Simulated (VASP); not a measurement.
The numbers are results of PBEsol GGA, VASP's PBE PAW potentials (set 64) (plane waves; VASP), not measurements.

Gaps are without spin-orbit coupling.

The volume per atom comes out as 18.48 Å³/atom and the band gap (over mesh and band path) is 0.56 eV. The smallest direct gap (over mesh and band path) is 0.56 eV.

**Question.** Which relaxed crystal gives these values?
(A) GaS, R-3m (166)
(B) HgS, P3_221 (154)
(C) CuCl, F-43m (216)
(D) CaHI, P4/nmm (129)

**Answer.** C, CuCl, F-43m (216)
